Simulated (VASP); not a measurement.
Crystal: Ge.

```
Ge
1.0
     0.00000    2.82877    2.82877
     2.82877    0.00000    2.82877
     2.82877    2.82877    0.00000
Ge
2
Direct
  0.50000 0.50000 0.50000
  0.75000 0.75000 0.75000
```

```yaml
Program: VASP 6.6.1
Task: relaxation of cell and atoms
Functional: RPBE
Potentials_or_basis: VASP PAW PBE potentials, release 64 (Ge_d)
Cutoff: 600 eV
k_mesh: 14 × 14 × 14
Occupations: gaussian, width 0.1 eV
Spin: no spin polarisation
```

At the start: pressure 5.4 GPa; volume 22.64 Å³/atom.

Task: How do energy, volume and symmetry change on relaxing?

Result: Over 3 steps the energy falls by 30.2 meV/atom and the volume is 24.57 Å³/atom (+8.5 %); space group Fd-3m (No. 227, to 0.05 Å).

The path:
| step | energy change (eV) | largest force (eV/Å) | pressure (GPa) | volume (Å³) |
| --- | --- | --- | --- | --- |
| 1 | 0.0000 | 0.0000 | 5.43 | 45.27 |
| 2 | -0.0547 | 0.0000 | -1.32 | 50.48 |
| 3 | -0.0604 | 0.0000 | 0.00 | 49.13 |

Final structure:
```
Ge
1.0
     0.00000    2.90704    2.90704
     2.90704    0.00000    2.90704
     2.90704    2.90704    0.00000
Ge
2
Direct
  0.50000 0.50000 0.50000
  0.75000 0.75000 0.75000
```

Caveat: the PAW data sets were made with another functional, which shifts forces and pressure a little.
